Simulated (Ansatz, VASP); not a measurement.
Given: the input of a run of VASP 6.6.1 on BC5. Atoms were shifted at random by some hundredths of an Å from the given cell, which wasn't relaxed again for these runs. The cell comes from a database or a generator and needn't be the stable form of this composition.

File INCAR:

```
PREC     = Accurate       # precision mode
ENCUT    = 520            # plane-wave cutoff, eV
EDIFF    = 1E-7           # SCF threshold, eV
ISMEAR   = -1             # smearing method
SIGMA    = 0.05           # smearing width, eV
LREAL    = F              # projectors in reciprocal space
LASPH    = T              # aspherical terms in the spheres
NELM     = 80             # most SCF steps
ALGO     = Normal         # electronic algorithm
ISIF     = 2              # what is computed and relaxed
LWAVE    = F              # write WAVECAR
LCHARG   = T              # write CHGCAR
GGA      = PE             # functional
LELF     = T              # ELF
LVHAR    = T            
NBANDS   = 20             # bands
```

The input KPOINTS:

```
regular mesh
0
Gamma
  12 12 4
```

File POSCAR:

```
BC5
1.0
    2.5515512629      0.0000000000      0.0000000000
   -1.2757756315      2.2097082128      0.0000000000
    0.0000000000      0.0000000000      6.3996570000
C B
5 1
Direct
   -0.0170910000     -0.0067730000      0.9101540000
    0.6655450000      0.3273410000      0.5854170000
   -0.0033560000      0.0076570000      0.6650010000
    0.6622670000      0.3334080000      0.3366580000
    0.3702330000      0.6781470000      0.2663990000
    0.3492920000      0.6648720000      0.0035920000
```

Potentials or basis: VASP PAW PBE potentials, release 64 (C, B).

Run with:

```sh
$ cat potpaw_PBE.64/C/POTCAR potpaw_PBE.64/B/POTCAR > POTCAR
$ mpirun -np 1 vasp_std > vasp.out
```

Translate it to Ansatz 0.2.0. Potentials or basis there: Ansatz PAW, cutoff 420 eV.

As run (cutoffs and basis follow the program's own potentials, and thresholds, step limits or extra output files can differ):

input.yaml

```yaml
crystal:
  lattice:
    - [2.5515512629, 0.0, 0.0]
    - [-1.2757756315, 2.2097082128, 0.0]
    - [0.0, 0.0, 6.399657]
  atoms:
    - { symbol: C, position: [-0.017091, -0.006773, 0.910154] }
    - { symbol: C, position: [0.665545, 0.327341, 0.585417] }
    - { symbol: C, position: [-0.003356, 0.007657, 0.665001] }
    - { symbol: C, position: [0.662267, 0.333408, 0.336658] }
    - { symbol: C, position: [0.370233, 0.678147, 0.266399] }
    - { symbol: B, position: [0.349292, 0.664872, 0.003592] }
hamiltonian:
  xc: pbe
  pseudopotentials: { kind: paw }
kpoints:
  mp_grid: { grid: [12, 12, 4] }
scf:
  occupations: { method: fermi_dirac, width: 0.05 }
output:
  forces: true
  stress: true
  eigenvalues: true
```

Potentials or basis: Ansatz PAW.

Launch:

```console
$ ansatz run input.yaml --threads 2 --pin off --max-ram 5120MiB --backend cpu --events-out ev --progress --plain --runs-dir out
```

Both were run:

|  | VASP | Ansatz |
| --- | --- | --- |
| Pressure | 2.2 GPa | 1.7 GPa |
| Largest force | 3.007 eV/Å | 2.982 eV/Å |

Ansatz's pressure holds a Pulay term of +0.88 GPa for its cutoff of 420 eV, which the other run lacks.

Where Ansatz's input types no cutoff or centring, it takes its own default and a Γ-centred mesh.

Pressure is positive in compression.
